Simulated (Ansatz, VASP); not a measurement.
# AlN: VASP beside Ansatz, part 3 of 3

Aim: how closely do two programs agree when they are given the same cell, functional and k mesh? The cell is taken from a series of runs on this material, whose earlier steps may have relaxed, scaled, displaced or heated it; both programs get it as it stands.

VASP 6.6.1 and Ansatz 0.2.0.

So far: Set-up; VASP: zone-centre phonons, LDA.

### 3. Ansatz: zone-centre phonons, LDA

Level of this step: Ansatz beside VASP: Kohn-Sham DFT, plane waves, LDA (Ansatz).

Ansatz runs on norm-conserving files, of PseudoDojo where its log says so.

The same cell, functional (in two slightly different forms) and mesh now go to Ansatz.

File input.yaml:

```yaml
crystal:
  lattice:
    - [3.0820343647, 0.0, 0.0]
    - [-1.5410171823, 2.6691200551, 0.0]
    - [0.0, 0.0, 4.933280556]
  atoms:
    - { symbol: Al, position: [0.3333333333, 0.6666666667, -0.0009760542] }
    - { symbol: Al, position: [0.6666666667, 0.3333333333, 0.4990239458] }
    - { symbol: "N", position: [0.3333333333, 0.6666666667, 0.3809760542] }
    - { symbol: "N", position: [0.6666666667, 0.3333333333, 0.8809760542] }
kpoints:
  mp_grid: { grid: [9, 9, 4] }
hamiltonian:
  xc: lda
  pseudopotentials: { kind: nc, accuracy: standard }
scf:
  occupations: { method: fixed }
output:
  eigenvalues: true
basis:
  ecutwfc: 1142.878
phonons:
  method: dfpt
  dielectric: true
  rigid_motions: translations
  qmesh: [3, 3, 2]
  temperatures: { t_max: 1000, t_step: 50 }
  qpath:
    path:
      - [[0.0, 0.0, 0.0], [0.5, 0.0, 0.0], [0.33333333, 0.33333333, 0.0], [0.0, 0.0, 0.0], [0.0, 0.0, 0.5], [0.5, 0.0, 0.5], [0.33333333, 0.33333333, 0.5], [0.0, 0.0, 0.5]]
      - [[0.5, 0.0, 0.5], [0.5, 0.0, 0.0]]
      - [[0.33333333, 0.33333333, 0.5], [0.33333333, 0.33333333, 0.0]]
    npoints: 12
```

On the command line:

```
ansatz run input.yaml --threads 8 --pin off --max-ram 16384MiB --backend cpu --events-out ev --progress --plain --runs-dir out
```

Numbers of over 12 decimals in the logs are rounded to 6 here.

The log of the run:

```text
Warning: basis.ecutwfc = 1142.878 eV is below the records' recommended 1142.878222 eV, and the density's cutoff is lower with it unless basis.ecutrho_ratio is high enough to keep the records' density cutoff: compare with a run at a higher cutoff
Warning: phonons: the dynamical matrix that this run interpolates holds no multipole term above the dipole-dipole one, and a site of this crystal is no centre of inversion, so its interpolated transverse optical and acoustic branches and sound speeds can stay off near Gamma, and the density of states and the thermodynamics with them. What a run solves at a wave vector of phonons.qpoints, Gamma apart, where the deck admits one, is free of this, and under fd what a larger phonons.supercell samples
Engine: ansatz 0.2.0, aarch64-unknown-linux-gnu
Pseudopotentials: kind: nc
Pseudopotential: Al, nc, valence charge 3, recommended cutoff 598.650497 eV (normal), Al.nc.azcp (PseudoDojo's, or run here from an input of PseudoDojo's; its table is named by hamiltonian.pseudopotentials.accuracy)
Pseudopotential: N, nc, valence charge 5, recommended cutoff 1142.878222 eV (normal), N.nc.azcp (PseudoDojo's, or run here from an input of PseudoDojo's; its table is named by hamiltonian.pseudopotentials.accuracy)
Functional definition: SPW92
  exchange = slater_x
  correlation = pw_c
Crystal: 4 atoms, lattice volume = 40.583 Å³
Basis set: ecut = 1142.878 eV, 3561 PW (Γ), exchange–correlation on 72×72×120 points (8 copies of the dense FFT grid, shifted against one another)
Bands: 12, of which v1, the nominal top of the filled ones, is band 8 counted from 1 (7 counted from 0)
Symmetry: 12 space group operations
k-points: 95 of 324 (irreducible under 2 space group operations, time reversal used)
Non-local potential: Al, projectors of the file, l = 0: 2, l = 1: 2, l = 2: 2
Non-local potential: N, projectors of the file, l = 0: 2, l = 1: 2
Initial density: superposition of atomic densities (chi_scale 0.1, normalization cell, long waves kept (reshape's long-wave potential 0.00 eV rms))
Initial wavefunctions: pseudopotential atomic-orbital guess
Functional: x = slater, c = lda
SCF iter   1: F=—  HF=-702.212207 eV  |F-HF|=—  |Δ(HF+E_count)|=         —  Δρ=1.49e-1  dr2=1.05e1  ethr=3.10e-3  ⟨swp⟩=5.1  Hψ=6547  notcnv=0  defer=185
preconditioner: auto → none  [insulator: Δε(μ)=5.941 eV  Ē_g=14.515 eV  n_scr=2 (ndim 8)  ℏωp=23.3 eV  f_vac=0.000  ε∞_Penn≈3.6]
SCF iter   2: F=—  HF=-699.409184 eV  |F-HF|=—  |Δ(HF+E_count)|=    2.80e0  Δρ=7.59e-2  dr2=1.38e0  ethr=3.10e-3  ⟨swp⟩=4.8  Hψ=4056  notcnv=0  defer=188
SCF iter   3: F=—  HF=-699.013786 eV  |F-HF|=—  |Δ(HF+E_count)|=   3.95e-1  Δρ=2.15e-2  dr2=9.37e-2  ethr=3.10e-3  ⟨swp⟩=2.4  Hψ=2758  notcnv=0  defer=188
SCF iter   4: F=—  HF=-698.991237 eV  |F-HF|=—  |Δ(HF+E_count)|=   2.25e-2  Δρ=1.33e-3  dr2=2.26e-4  ethr=5.86e-4  ⟨swp⟩=2.0  Hψ=1338  notcnv=0  defer=190
SCF iter   5: F=—  HF=-698.991138 eV  |F-HF|=—  |Δ(HF+E_count)|=   9.93e-5  Δρ=1.62e-4  dr2=4.80e-6  ethr=1.41e-6  ⟨swp⟩=2.0  Hψ=1918  notcnv=0  defer=190
SCF iter   6: F=—  HF=-698.991137 eV  |F-HF|=—  |Δ(HF+E_count)|=   5.21e-7  Δρ=1.44e-5  dr2=3.41e-8  ethr=3.00e-8  ⟨swp⟩=2.3  Hψ=1678  notcnv=0  defer=76
SCF iter   7: F=—  HF=-698.991122 eV  |F-HF|=—  |Δ(HF+E_count)|=   1.60e-5  Δρ=1.46e-6  dr2=5.38e-10  ethr=2.13e-10  ⟨swp⟩=2.6  Hψ=1928  notcnv=0
SCF iter   8: F=-698.991122 eV  HF=-698.991122 eV  |F-HF|=1.82e-12  |Δ(HF+E_count)|=  1.56e-10  Δρ=2.38e-7  dr2=6.97e-12  ethr=1.00e-12  ⟨swp⟩=8.9  Hψ=8702  notcnv=0
SCF 1 converged in 8 iterations: F = -698.991122 eV  dr2 = 6.97e-12
NSCF: frozen V_eff on 4 k-points
DFPT response loops at Γ: preconditioner auto → none (the input reference at scf.mixing.eps_inf says where Resta's filter doesn't serve); β = 0.50; Broyden in place of MSR1
── the response to a field inside a basis, on 10×10×4 k-points: an SCF that follows is theirs, and a resumed run solves both again ──
Bands: 9, of which v1, the nominal top of the filled ones, is band 8 counted from 1 (7 counted from 0)
k-points: 60 of 400 (irreducible under 4 space group operations, time reversal used)
Initial density: handed on by an earlier stage of this run
Initial wavefunctions: pseudopotential atomic-orbital guess (no wavefunctions were taken with the density)
Eigensolver: Dense (60 Hₖ)
SCF iter   1: F=—  HF=-698.988413 eV  |F-HF|=—  |Δ(HF+E_count)|=         —  Δρ=7.33e-5  dr2=3.03e-7  ethr=1.00e-1
preconditioner: auto → none  [insulator: Δε(μ)=5.105 eV  Ē_g=11.251 eV  n_scr=2 (ndim 8)  ℏωp=23.3 eV  f_vac=0.001  ε∞_Penn≈5.3]
SCF iter   2: F=-698.988413 eV  HF=-698.988413 eV  |F-HF|=1.31e-7  |Δ(HF+E_count)|=   3.82e-7  Δρ=3.69e-5  dr2=7.76e-8  ethr=1.89e-9
SCF 1 converged in 2 iterations: F = -698.988413 eV  dr2 = 7.76e-8
DFPT response loops at Γ: mixed as the last ones told, above
WARN: field response: ε∞ stands inside a basis, on 10×10×4 points; the force constants stand on the 9×9×4 k-mesh, whose period is 12.96 times the interband length at k = (0.0000, 0.0000, 0.0000), direct gap 4.493 eV, under 14: take them and everything formed from them as unconverged, and compare with a denser kpoints.mp_grid
NSCF: frozen V_eff on 36 k-points
NSCF: frozen V_eff on 190 k-points
[...]
E_band       = 29.811178
  E_kinetic    = 449.554269
  E_local      = -430.983556  (includes V_loc(G=0)·N_el)
  E_nonlocal   = -39.148916
  E_hartree    = 151.305803
  E_xc         = -232.177542
  E_vxc        = -252.222212  (∫ρ·V_xc dr)
  E_ewald      = -597.541180
  E_smearing   = -0.000000  (= −TS)
  E_closure    = 0.000000  (closes the sum)
  Σ components = -698.991122   (vs F -698.991122, Δ=0.00e0)
--- Band table (eV; the first three rows and the last of 95) ---
  k-point 0: bands = [... 4 lower, 6.2447, 6.9095, 6.9095, 7.1378, 11.6305, 13.9392, 17.8389, 18.3184]
  k-point 1: bands = [... 4 lower, 6.3372, 6.3372, 6.8072, 6.8072, 12.5522, 14.0749, 17.4951, 18.2880]
  k-point 2: bands = [... 4 lower, 6.5673, 6.5673, 6.5673, 6.5673, 13.8093, 13.8093, 17.5199, 17.5199]
  k-point 94: bands = [... 4 lower, 4.4857, 4.4857, 6.0238, 6.0238, 13.7252, 13.7252, 16.5218, 16.5218]
--- Phonons (Γ-DFPT): 4 representative perturbations + reference, on 95 of 324 k-points (Σ response iterations 12) ---
  k mesh reduced under 2 symmetry operations, with k and −k counted as one. Each operation leaves every solved perturbation unchanged. A smaller set is not considered because the run solves the response to a homogeneous field
  ASR residual: 1.892e-4 → 0.000e0 eV/Å²; symmetrization residual: 9.839e-7 eV/Å²
  ASR residual per site (eV/Å²): 3.38e-5 3.38e-5 1.89e-4 1.89e-4
  Γ frequencies (cm⁻¹): 0.00 0.00 0.00 241.58 241.58 554.86 625.38 672.87 672.87 683.53 683.53 735.88
  ε∞ (high-frequency dielectric tensor):
        4.346909     0.000000     0.000000
        0.000000     4.346909    -0.000000
        0.000000    -0.000000     4.564814
  ε⁰ (static dielectric tensor: ions relaxed, cell fixed):
        7.888048     0.000000     0.000000
        0.000000     7.888048    -0.000000
        0.000000    -0.000000     9.361808
  ε⁰ − ε∞ (ionic part):
        3.541139     0.000000     0.000000
        0.000000     3.541139    -0.000000
        0.000000    -0.000000     4.796995
  softest optical mode at Γ: 241.58 cm⁻¹; the repairs (sum rule, projections) moved no ω² at Γ by more than (1.98 cm⁻¹)²
  Born effective charges Z* (e; rows j = field, columns β = displacement):
    site 0:
         2.50813    0.00000    0.00000
         0.00000    2.50813   -0.00000
         0.00000   -0.00000    2.67084
    site 1:
         2.50813    0.00000   -0.00000
         0.00000    2.50813   -0.00000
        -0.00000   -0.00000    2.67084
    site 2:
        -2.50813    0.00000   -0.00000
        -0.00000   -2.50813   -0.00000
        -0.00000   -0.00000   -2.67084
    site 3:
        -2.50813   -0.00000    0.00000
         0.00000   -2.50813    0.00000
        -0.00000    0.00000   -2.67084
  Z* charge neutrality: 1.118e-3 e pre-enforcement
  solved inside a basis spanned on kpoints, on 10×10×4 k-points, its susceptibility summed on 12×12×6: ε∞ is read to err by 1.2e-2, Z* by 1.0e-2 e (field_mesh: kpoints solves on kpoints); Z* is corrected for what the basis lacks
  optical modes at Γ without the LO–TO term, one row a degenerate level:
      ω (cm⁻¹)  modes    IR ((D/Å)²/amu)
        241.58      2             0.0000
        554.86      1             0.0000
        625.38      1            35.6975
[...]
optical modes at Γ + LO–TO along q̂ = [1.0000, 0.0000, 0.0000]:
      ω (cm⁻¹)  modes    IR ((D/Å)²/amu)
[...]
optical modes at Γ + LO–TO along q̂ = [0.0000, 1.0000, 0.0000]:
      ω (cm⁻¹)  modes    IR ((D/Å)²/amu)
[...]
735.88      1             0.0000
        920.78      1            31.4806
  optical modes at Γ + LO–TO along q̂ = [0.0000, 0.0000, 1.0000]:
      ω (cm⁻¹)  modes    IR ((D/Å)²/amu)
        241.58      2             0.0000
        554.86      1             0.0000
        672.87      2             0.0000
        683.53      2            62.9613
        735.88      1             0.0000
        895.59      1            35.6975
--- Phonons (arbitrary-q DFPT): 6 irreducible q on the 3×3×2 mesh ---
  q = [0.0000, 0.0000, 0.0000] (star 1, of the zone-centre solve; hermiticity 8.47e-8, symmetrization 3.02e-8): -0.00 -0.00 -0.00 241.58 241.58 554.86 625.38 672.87 672.87 683.53 683.53 735.88
  q = [0.0000, 0.0000, -0.5000] (star 1, 4 solved perturbations in 276 linear systems a pass and spin channel, the states on 95 of 324 k-point pairs; hermiticity 8.19e-8, symmetrization 5.74e-10): 176.31 176.31 176.31 176.31 352.08 352.08 677.14 677.14 677.14 677.14 838.19 838.19
  q = [0.0000, 0.3333, 0.0000] (star 6, 12 solved perturbations on 180 of 324 k-point pairs; hermiticity 1.31e-7, symmetrization 1.30e-8): 199.89 240.57 325.85 402.86 435.70 510.33 637.18 672.81 679.19 687.75 735.41 833.93
  q = [0.0000, 0.3333, -0.5000] (star 6, 12 solved perturbations on 180 of 324 k-point pairs; hermiticity 1.46e-7, symmetrization 2.05e-8): 275.88 275.88 277.75 277.75 497.05 497.05 674.70 674.70 680.10 680.10 792.21 792.21
  q = [0.3333, 0.3333, 0.0000] (star 2, 4 solved perturbations in 476 linear systems a pass and spin channel, the states on 171 of 324 k-point pairs; hermiticity 6.57e-8, symmetrization 2.34e-8): 360.59 360.59 367.98 460.36 471.14 471.14 657.94 657.94 708.67 708.67 717.21 748.57
  q = [0.3333, 0.3333, -0.5000] (star 2, 4 solved perturbations in 476 linear systems a pass and spin channel, the states on 171 of 324 k-point pairs; hermiticity 5.68e-8, symmetrization 2.14e-8): 249.27 249.27 422.84 422.84 551.82 551.82 642.98 642.98 706.34 706.34 734.46 734.46
  sum rule: each row above includes the acoustic sum rule's correction from the zone centre's row sums; it moved no ω² by more than (1.92 cm⁻¹)²
  mesh force constants: q→R imaginary residual 0.00e0; ASR residual 1.892e-4 → 0.000e0 eV/Å²; symmetrization residual 1.776e-14 eV/Å²
  interpolated dispersion: 112 rows × 12 modes
  density of states and harmonic sums: on the 24×24×14 q-mesh, interpolated from the force constants of a 3×3×2 supercell (with the dipole–dipole term)
  largest difference from the sums on the solved wave vectors: F 2.47e-2 eV, S 3.93e-5 and C_V 1.40e-5 eV/K
  zero-point energy: 0.394713 eV/cell   skipped modes (ω ≤ 0): 3   left out of the sums: 3.10e-5 of the cell's modes: C_V's classical limit lies that fraction below 3 k_B per atom; for a crystal, a wire or a layer, F and S can be off by more, and a phonons.interpolated_qmesh denser along its periods is the remedy for the sampling
[key lines of the parts left out:]
SCF converged after 8 iterations
Free energy (F): -698.991122 eV
Fermi energy:    7.137843 eV
```

The column dr2 measures how far the density is from self-consistency, as an energy; F and HF (Harris–Foulkes) agree once it is small.

### 4. Side by side

Known differences besides the potentials themselves: fixed occupations in Ansatz, narrow Gaussian smearing in VASP; VASP's run holds the zone centre alone; VASP's response is taken on the typed mesh, Ansatz refines its own for the field response alone; the cutoff is 1142.88 eV in Ansatz and 600 eV in VASP; VASP's log shows a relativistic correction to its local exchange, Ansatz's none. Total energies have different zeros and are not compared.

Both answers:

| quantity | Ansatz | VASP | difference |
| --- | --- | --- | --- |
| ε∞ xx | 4.35 | 4.38 | -0.84 % |
| ε∞ yy | 4.35 | 4.38 | -0.84 % |
| ε∞ zz | 4.56 | 4.60 | -0.84 % |
| Born charge of Al1 (mean of the diagonal) (e) | 2.56 | 2.56 | 0.00 |
| Born charge of N3 (mean of the diagonal) (e) | -2.56 | -2.56 | 0.00 |
| optical mode 1 to 2 (cm⁻¹) | 241.6 | 239.3 | +0.94 % |
| optical mode 3 (cm⁻¹) | 554.9 | 558.6 | -0.67 % |
| optical mode 4 (cm⁻¹) | 625.4 | 631.9 | -1.03 % |
| optical mode 5 to 6 (cm⁻¹) | 672.9 | 680.5 | -1.12 % |
| optical mode 7 to 8 (cm⁻¹) | 683.5 | 690.5 | -1.01 % |
| optical mode 9 (cm⁻¹) | 735.9 | 740.1 | -0.57 % |

Modes are paired by rising frequency, not by their patterns, so a pair may set unlike modes beside each other; they are those without the splitting of longitudinal modes.

### 5. Outcome

```yaml
r_m_s_difference_of_the_optical_zone_centre_modes_each_program_s_sorted_by_frequency_zone_centre_phonons_lda: 5.7 cm⁻¹
difference_in_optical_mode_5_to_6_zone_centre_phonons_lda: -1.1 %
```

The r.m.s. difference of the optical zone-centre modes, each program's sorted by frequency is 5.7 cm⁻¹ (zone-centre phonons, LDA). Among the rows given in per cent, the largest difference of the zone-centre phonons, LDA pair is in optical mode 5 to 6, -1.1 %. Such differences can come from data sets, numerical settings and the points named under the comparisons, not from the functional's error against experiment.

[Lines on the potential files, build, host, timing and source positions are cut from VASP's logs without a mark.]

[Logs are printed without paths, hosts, clocks, repeated set-up lines and the standing remarks that a program may print on its own settings, such as how far it seeks lower states.]

[Hosts, paths, dates, database ids (printed as entryN), source tags and the programs' standing remarks are cut or masked in the printed files.]
